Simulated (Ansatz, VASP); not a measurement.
# Cross-check of HfC between VASP and Ansatz, part 2 of 2

Wanted: the spread between two codes on one cell, functional and k mesh. The cell is taken from a series of runs on this material, whose earlier steps may have relaxed, scaled, displaced or heated it; both programs get it as it stands.

VASP 6.6.1 and Ansatz 0.2.0.

So far: The starting structure; Ansatz: zone-centre phonons, LDA.

## (3) VASP: zone-centre phonons, LDA

Level of this step: LDA; plane waves and PAW (C, Hf_pv) (VASP).

The same cell, functional (in two slightly different forms), mesh and smearing now go to VASP, with its own data sets.

Lines of VASP's logs that name or quote its potential files are left out, and so is its time.

INCAR

```
SYSTEM = HfC
PREC = Accurate
ENCUT = 600
EDIFF = 1E-08
NELM = 120
ISMEAR = 1
SIGMA = 0.2
LREAL = .FALSE.
ALGO = Normal
GGA = CA
NBANDS = 13
LASPH = .TRUE.
LORBIT = 11
LWAVE = .FALSE.
LCHARG = .FALSE.
ISIF = 2
IBRION = 8
GGA_COMPAT = .FALSE.
KPAR = 2
```

POSCAR

```
HfC
1.0
    0.0000000000      2.3321000507      2.2693611725
    2.3321000507      0.0000000000      2.2693611725
    2.3321000507      2.3321000507      0.0000000000
C Hf
1 1
Direct
    0.0000000000      0.0000000000      0.0000000000
    0.5000000000      0.5000000000      0.5000000000
```

KPOINTS

```
Automatic mesh
0
Gamma
16 16 16
0 0 0
```

PAW data sets: C and Hf_pv (LDA family, release 64).

Launch:

```bash
mpirun -np 2 vasp_std
```

Numbers of over 12 decimals in the logs are rounded to 6 here.

Log:

```text
[banner, memory and clock lines left out]
running    2 mpi-ranks, on    1 nodes
 distrk:  each k-point on    1 cores,    2 groups
 distr:  one band on    1 cores,    1 groups

 POSCAR found type information on POSCAR C Hf
 POSCAR found :  2 types and       2 ions
 LDA part: xc-table for (Slater(with rela. corr.)+CA(PZ))
 , standard interpolation
 POSCAR, INCAR and KPOINTS ok, starting setup
 FFT: planning ... GRIDC
 FFT: planning ... GRID_SOFT
 FFT: planning ... GRID
 WAVECAR not read
 entering main loop
       N       E                     dE             d eps       ncg     rms          rms(c)
DAV:   1     0.232953134125E+02    0.23295E+02   -0.85809E+03  9074   0.118E+03
DAV:   2    -0.242924503831E+02   -0.47588E+02   -0.44485E+02 11461   0.219E+02
DAV:   3    -0.260225966348E+02   -0.17301E+01   -0.17184E+01 11323   0.298E+01
DAV:   4    -0.260330831908E+02   -0.10487E-01   -0.10482E-01 10127   0.273E+00
DAV:   5    -0.260331592352E+02   -0.76044E-04   -0.76043E-04 11455   0.213E-01    0.601E+01
DAV:   6    -0.229677259696E+02    0.30654E+01   -0.14180E+01 10504   0.197E+01    0.428E+01
DAV:   7    -0.228864341325E+02    0.81292E-01   -0.65807E-01 10434   0.559E+00    0.252E+01
DAV:   8    -0.228703159118E+02    0.16118E-01   -0.77169E-02 11054   0.211E+00    0.614E+00
DAV:   9    -0.228631782418E+02    0.71377E-02   -0.32249E-02 10774   0.959E-01    0.195E+00
DAV:  10    -0.228626689240E+02    0.50932E-03   -0.19196E-03 10956   0.318E-01    0.116E-01
DAV:  11    -0.228626688240E+02    0.10001E-06   -0.85884E-05 10814   0.819E-02    0.773E-02
DAV:  12    -0.228626685614E+02    0.26256E-06   -0.15961E-06 11388   0.109E-02    0.256E-02
DAV:  13    -0.228626682707E+02    0.29069E-06   -0.84843E-07 10904   0.488E-03    0.178E-03
DAV:  14    -0.228626682756E+02   -0.48733E-08   -0.31720E-08 10409   0.145E-03
   1 F= -.22862668E+02 E0= -.22862613E+02  d E =-.164484E-03
 Linear response reoptimize wavefunctions to high precision
DAV:   1    -0.228626682763E+02   -0.74078E-09   -0.62733E-10  7772   0.222E-04
DAV:   2    -0.228626682764E+02   -0.18417E-10   -0.83221E-11  5927   0.799E-05
 Linear response DOF=           4
 Linear response progress:
  Degree of freedom:   1/  4
       N       E                     dE             d eps       ncg     rms          rms(c)
RMM:   1    -0.121747171977E+00   -0.12175E+00    0.25836E-02 35560   0.189E+00
RMM:   2    -0.117820154108E+00    0.39270E-02   -0.32315E-03 25885   0.349E-01    0.385E-01
RMM:   3    -0.118148502128E+00   -0.32835E-03   -0.65552E-04 23466   0.146E-01    0.197E-01
RMM:   4    -0.119054089010E+00   -0.90559E-03   -0.41033E-04 24012   0.111E-01    0.341E-02
RMM:   5    -0.119052179019E+00    0.19100E-05   -0.10768E-05 26726   0.239E-02    0.105E-02
RMM:   6    -0.119050534017E+00    0.16450E-05   -0.42450E-07 28692   0.418E-03    0.481E-03
RMM:   7    -0.119040194998E+00    0.10339E-04   -0.96293E-08 27908   0.195E-03    0.297E-03
RMM:   8    -0.119043051307E+00   -0.28563E-05   -0.24766E-08 29411   0.697E-04    0.330E-04
RMM:   9    -0.119042624266E+00    0.42704E-06   -0.12392E-08 30990   0.125E-04    0.233E-04
RMM:  10    -0.119042622628E+00    0.16382E-08   -0.19734E-08 31516   0.329E-05    0.382E-05
 first order change of Fermi-energy  -0.14171E-02
 force on displaced ion       1 direction 1 :  -6.668   0.000   0.000
 Linear response progress:
  Degree of freedom:   2/  4
       N       E                     dE             d eps       ncg     rms          rms(c)
RMM:   1    -0.124827240653E+00   -0.12483E+00    0.16657E-02 19705   0.197E+00
RMM:   2    -0.119109536995E+00    0.57177E-02   -0.40777E-03 14529   0.379E-01    0.519E-01
RMM:   3    -0.119438282946E+00   -0.32875E-03   -0.79508E-04 13260   0.160E-01    0.271E-01
RMM:   4    -0.120409382314E+00   -0.97110E-03   -0.45299E-04 13403   0.117E-01    0.416E-02
RMM:   5    -0.120398575286E+00    0.10807E-04   -0.12671E-05 14800   0.264E-02    0.123E-02
RMM:   6    -0.120399730605E+00   -0.11553E-05   -0.42874E-07 15946   0.436E-03    0.520E-03
RMM:   7    -0.120386896697E+00    0.12834E-04   -0.11730E-07 15354   0.233E-03    0.314E-03
RMM:   8    -0.120391239748E+00   -0.43431E-05   -0.15206E-08 16208   0.770E-04    0.415E-04
RMM:   9    -0.120390547300E+00    0.69245E-06   -0.26210E-09 17096   0.153E-04    0.223E-04
RMM:  10    -0.120390434315E+00    0.11298E-06   -0.92702E-09 17175   0.413E-05    0.469E-05
RMM:  11    -0.120390442925E+00   -0.86107E-08   -0.22619E-09 16810   0.157E-05    0.117E-05
 first order change of Fermi-energy   0.15608E-02
 force on displaced ion       1 direction 3 :   0.000   0.000  -9.850
 Linear response progress:
  Degree of freedom:   3/  4
       N       E                     dE             d eps       ncg     rms          rms(c)
RMM:   1    -0.214018824771E+00   -0.21402E+00    0.36294E+00 17989   0.117E+01
RMM:   2    -0.210398902608E+00    0.36199E-02   -0.30465E-02 24902   0.127E+00    0.512E-01
RMM:   3    -0.209782990538E+00    0.61591E-03   -0.99376E-04 31075   0.147E-01    0.190E-01
RMM:   4    -0.209354101403E+00    0.42889E-03   -0.73354E-05 33465   0.475E-02    0.130E-01
RMM:   5    -0.208940128827E+00    0.41397E-03   -0.28778E-05 33604   0.347E-02    0.131E-02
RMM:   6    -0.208931614285E+00    0.85145E-05   -0.33106E-06 34000   0.962E-03    0.443E-03
RMM:   7    -0.208944566940E+00   -0.12953E-04   -0.47590E-07 35512   0.246E-03    0.555E-03
RMM:   8    -0.208945700122E+00   -0.11332E-05   -0.20285E-06 36423   0.549E-04    0.112E-03
RMM:   9    -0.208945904919E+00   -0.20480E-06   -0.21487E-06 36852   0.261E-04    0.850E-05
RMM:  10    -0.208946140697E+00   -0.23578E-06   -0.15824E-06 36190   0.943E-05    0.599E-05
RMM:  11    -0.208946199985E+00   -0.59288E-07   -0.74548E-07 39034   0.417E-05    0.719E-05
RMM:  12    -0.208946209785E+00   -0.98006E-08   -0.39159E-07 34527   0.215E-05    0.347E-05
RMM:  13    -0.208946220223E+00   -0.10438E-07   -0.18965E-07 32292   0.160E-05    0.574E-06
RMM:  14    -0.208946218626E+00    0.15976E-08   -0.10562E-07 25936   0.131E-05    0.550E-06
RMM:  15    -0.208946220616E+00   -0.19906E-08   -0.48932E-08 24247   0.119E-05    0.336E-06
 first order change of Fermi-energy   0.15530E-02
 force on displaced ion       2 direction 1 :  -6.672   0.000   0.000
 Linear response progress:
  Degree of freedom:   4/  4
       N       E                     dE             d eps       ncg     rms          rms(c)
RMM:   1    -0.211402962952E+00   -0.21140E+00    0.38847E+00 10148   0.120E+01
RMM:   2    -0.207672244610E+00    0.37307E-02   -0.30995E-02 14024   0.128E+00    0.617E-01
RMM:   3    -0.206937519613E+00    0.73472E-03   -0.10200E-03 17318   0.156E-01    0.260E-01
RMM:   4    -0.206426655630E+00    0.51086E-03   -0.94564E-05 18668   0.565E-02    0.156E-01
RMM:   5    -0.206004104596E+00    0.42255E-03   -0.34417E-05 18755   0.384E-02    0.163E-02
RMM:   6    -0.205999906907E+00    0.41977E-05   -0.37540E-06 18573   0.113E-02    0.806E-03
RMM:   7    -0.206009302533E+00   -0.93956E-05   -0.15440E-06 20404   0.285E-03    0.791E-03
RMM:   8    -0.206010575097E+00   -0.12726E-05   -0.44792E-06 19843   0.705E-04    0.186E-03
RMM:   9    -0.206011120620E+00   -0.54552E-06   -0.36924E-06 20961   0.316E-04    0.465E-05
RMM:  10    -0.206011405873E+00   -0.28525E-06   -0.22246E-06 20301   0.115E-04    0.151E-04
RMM:  11    -0.206011497602E+00   -0.91729E-07   -0.11352E-06 21389   0.539E-05    0.111E-04
RMM:  12    -0.206011517783E+00   -0.20181E-07   -0.60284E-07 20212   0.304E-05    0.790E-05
RMM:  13    -0.206011544166E+00   -0.26384E-07   -0.30893E-07 19241   0.215E-05    0.112E-05
RMM:  14    -0.206011537871E+00    0.62957E-08   -0.14738E-07 14968   0.161E-05    0.120E-05
RMM:  15    -0.206011541081E+00   -0.32106E-08   -0.56292E-08 13240   0.136E-05    0.822E-06
 first order change of Fermi-energy  -0.13341E-02
 force on displaced ion       2 direction 3 :   0.000   0.000  -9.849
 Linear response finished
```

OUTCAR, selected parts (step 3):

```text
ion  position               nearest neighbor table
   1  0.000  0.000  0.000-   2 2.27   2 2.27   2 2.33   2 2.33   2 2.33   2 2.33
   2  0.500  0.500  0.500-   1 2.27   1 2.27   1 2.33   1 2.33   1 2.33   1 2.33

  LATTYP: Found a body centered tetragonal cell.
 ALAT       =     3.2980875205
 C/A-ratio  =     1.3761679509

 Subroutine GETGRP returns: Found 16 space group operations
 (whereof 16 operations were pure point group operations)

The static configuration has the point symmetry D_4h.

 Found    349 irreducible k-points:

   k-points           NKPTS =    349   k-points in BZ     NKDIM =    349   number of bands    NBANDS=     13

   dimension x,y,z NGX =    28 NGY =   28 NGZ =   28
   dimension x,y,z NGXF=    56 NGYF=   56 NGZF=   56

   ENCUT  =  600.0 eV  44.10 Ry    6.64 a.u.   6.50  6.50  6.59*2*pi/ulx,y,z

   NELECT =      14.0000    total number of electrons

 k-points in reciprocal lattice and weights: Automatic mesh
   0.00000000  0.00000000  0.00000000       0.000
   0.06250000  0.00000000  0.00000000       0.002
   0.12500000  0.00000000  0.00000000       0.002
   0.18750000  0.00000000  0.00000000       0.002
   0.25000000  0.00000000  0.00000000       0.002
   0.31250000  0.00000000  0.00000000       0.002
   0.37500000  0.00000000  0.00000000       0.002
   0.43750000  0.00000000  0.00000000       0.002
   0.50000000  0.00000000  0.00000000       0.001
[...]
-0.31250000  0.18750000  0.50000000       0.001
  -0.25000000  0.25000000  0.50000000       0.000

 average (electrostatic) potential at core
       1 -51.7661       2 -35.5341

  Total       -1.7059123     -1.7059123      0.0769616      0.0000000     -0.0000000      0.0000000
  in kB     -110.7233728   -110.7233728      4.9952437      0.0000000     -0.0000000      0.0000000
  external PRESSURE =     -72.1505006 kB  Pullay stress =       0.0000000 kB

  energy-cutoff  :      600.00
  volume of cell :       24.68
      direct lattice vectors                 reciprocal lattice vectors
     0.000000000  2.332100051  2.269361173    -0.214399035  0.214399035  0.220326322
     2.332100051  0.000000000  2.269361173     0.214399035 -0.214399035  0.220326322
     2.332100051  2.332100051  0.000000000     0.214399035  0.214399035 -0.220326322

 POSITION                                       TOTAL-FORCE (eV/Angst)
 -----------------------------------------------------------------------------------
      0.00000      0.00000      0.00000         0.000000     -0.000000      0.000000
      2.33210      2.33210      2.26936        -0.000000      0.000000      0.000000
 -----------------------------------------------------------------------------------
    total drift:                                0.000000      0.000000      0.000000

 Eigenvectors and eigenvalues of the dynamical matrix
 ----------------------------------------------------

   1 f  =   14.626059 THz    91.898240 2PiTHz  487.872821 cm-1    60.488493 meV
             X         Y         Z           dx          dy          dz
      0.000000  0.000000  0.000000     0.000000   -0.000000    0.967966
      2.332100  2.332100  2.269361     0.000000    0.000000   -0.251080

   2 f  =   12.034396 THz    75.614340 2PiTHz  401.424238 cm-1    49.770240 meV
             X         Y         Z           dx          dy          dz
      0.000000  0.000000  0.000000    -0.000000    0.967944    0.000000
      2.332100  2.332100  2.269361    -0.000000   -0.251165   -0.000000

   3 f  =   12.034396 THz    75.614340 2PiTHz  401.424238 cm-1    49.770240 meV
             X         Y         Z           dx          dy          dz
      0.000000  0.000000  0.000000     0.967944    0.000000    0.000000
      2.332100  2.332100  2.269361    -0.251165    0.000000    0.000000

   4 f/i=    0.000245 THz     0.001539 2PiTHz    0.008169 cm-1     0.001013 meV
             X         Y         Z           dx          dy          dz
      0.000000  0.000000  0.000000    -0.000000    0.000000    0.251080
      2.332100  2.332100  2.269361    -0.000000    0.000000    0.967966

   5 f/i=    0.000846 THz     0.005314 2PiTHz    0.028212 cm-1     0.003498 meV
             X         Y         Z           dx          dy          dz
      0.000000  0.000000  0.000000    -0.250762    0.014224   -0.000000
      2.332100  2.332100  2.269361    -0.966391    0.054817   -0.000000

   6 f/i=    0.000846 THz     0.005314 2PiTHz    0.028212 cm-1     0.003498 meV
             X         Y         Z           dx          dy          dz
      0.000000  0.000000  0.000000    -0.014224   -0.250762    0.000000
      2.332100  2.332100  2.269361    -0.054817   -0.966391    0.000000

 ELASTIC MODULI CONTR FROM IONIC RELAXATION (kBar)
 Direction    XX          YY          ZZ          XY          YZ          ZX
 --------------------------------------------------------------------------------
 XX           0.0000      0.0000      0.0000      0.0000      0.0000      0.0000
 YY           0.0000      0.0000      0.0000      0.0000      0.0000      0.0000
 ZZ           0.0000      0.0000      0.0000      0.0000      0.0000      0.0000
 XY           0.0000      0.0000      0.0000      0.0000      0.0000      0.0000
 YZ           0.0000      0.0000      0.0000      0.0000      0.0000      0.0000
 ZX           0.0000      0.0000      0.0000      0.0000      0.0000      0.0000
 --------------------------------------------------------------------------------
```

## (4) Comparison

Known differences besides the potentials themselves: the two LDA forms differ slightly; the data sets hold 30 valence electrons in Ansatz (on its PAW soft_1 files) and 14 in VASP; the cutoff is 420 eV in Ansatz and 600 eV in VASP; VASP's log shows a relativistic correction to its local exchange, Ansatz's none. Total energies have different zeros and are not compared.

Compared:

```tsv
quantity	Ansatz	VASP	difference
optical mode 1 to 2 (cm⁻¹)	402.7	401.4	+0.33 %
optical mode 3 (cm⁻¹)	487.2	487.9	-0.13 %
```

Modes are paired by rising frequency, not by their patterns, so a pair may set unlike modes beside each other; they are those without the splitting of longitudinal modes.

## (5) What came out

* r.m.s. difference of the optical zone-centre modes, each program's sorted by frequency (zone-centre phonons, LDA): 1.1 cm⁻¹

**Reading.** The r.m.s. difference of the optical zone-centre modes, each program's sorted by frequency is 1.1 cm⁻¹ (zone-centre phonons, LDA). The data sets hold unlike numbers of valence electrons (30 in Ansatz and 14 in VASP), so part of the differences comes from the potentials. How closely two codes agree says nothing of how well the functional describes the real material.

[Lines on the potential files, build, host, timing and source positions are cut from VASP's logs without a mark.]

[Logs are printed without paths, hosts, clocks, repeated set-up lines and the standing remarks that a program may print on its own settings, such as how far it seeks lower states.]

[Hosts, paths, dates, database ids (printed as entryN), source tags and the programs' standing remarks are cut or masked in the printed files.]
